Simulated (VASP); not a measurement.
OSZICAR of a VASP run on CsPbBr3 (cubic perovskite):

File OSZICAR:
```
       N       E                     dE             d eps       ncg     rms          rms(c)
DAV:   1     0.362142632219E+03    0.36214E+03   -0.16736E+04   520   0.125E+03
DAV:   2     0.188346184652E+02   -0.34331E+03   -0.33818E+03   688   0.310E+02
DAV:   3    -0.169405971346E+02   -0.35775E+02   -0.35443E+02   592   0.112E+02
DAV:   4    -0.182399838943E+02   -0.12994E+01   -0.12947E+01   648   0.292E+01
DAV:   5    -0.182819084760E+02   -0.41925E-01   -0.41901E-01   720   0.377E+00    0.477E+00
DAV:   6    -0.178493550309E+02    0.43255E+00   -0.83130E-01   738   0.933E+00    0.290E+00
DAV:   7    -0.177982670214E+02    0.51088E-01   -0.39504E-01   770   0.393E+00    0.967E-01
DAV:   8    -0.177962647320E+02    0.20023E-02   -0.50353E-02   718   0.196E+00    0.165E-01
DAV:   9    -0.177953396808E+02    0.92505E-03   -0.66630E-03   744   0.699E-01    0.885E-02
DAV:  10    -0.177953351152E+02    0.45656E-05   -0.53198E-04   670   0.162E-01    0.217E-02
DAV:  11    -0.177953391436E+02   -0.40284E-05   -0.54515E-05   752   0.560E-02    0.106E-02
DAV:  12    -0.177953386427E+02    0.50088E-06   -0.71621E-06   674   0.330E-02
   1 F= -.17795339E+02 E0= -.17795339E+02  d E =-.177953E+02
       N       E                     dE             d eps       ncg     rms          rms(c)
DAV:   1    -0.179100091215E+02   -0.11467E+00   -0.29594E+00   700   0.192E+01    0.168E+00
DAV:   2    -0.178183988049E+02    0.91610E-01   -0.18989E-01   696   0.461E+00    0.616E-01
DAV:   3    -0.178017571670E+02    0.16642E-01   -0.67260E-02   656   0.262E+00    0.204E-01
DAV:   4    -0.178015694597E+02    0.18771E-03   -0.14152E-03   682   0.246E-01    0.156E-01
DAV:   5    -0.178014369519E+02    0.13251E-03   -0.38357E-04   648   0.195E-01    0.206E-02
DAV:   6    -0.178014354641E+02    0.14878E-05   -0.40503E-05   698   0.690E-02    0.542E-03
DAV:   7    -0.178014349410E+02    0.52301E-06   -0.24501E-06   456   0.117E-02
   2 F= -.17801435E+02 E0= -.17801435E+02  d E =-.609630E-02
```

Task: Which electronic solver shows in the log?

Result: It is blocked Davidson (ALGO = Normal, or the opening steps of other solvers). The INCAR had ALGO = Normal.

Task: Can the final energy be trusted as converged?

Result: The calculation finished and met its thresholds. It stopped with EDIFF = 1E-6, NELM = 100, NSW = 60 and EDIFFG = -0.02 after 2 ionic steps (LDA (Ceperley-Alder, Perdew-Zunger), plane waves, VASP's LDA PAW potentials (set 64)).

The compound is CsPbBr3 in the cubic perovskite structure, the ideal cubic form; the compound distorts at low or room temperature. This run relaxes it. Symmetry was kept, so distortions that lower it aren't found. The start is the result of an earlier pass.
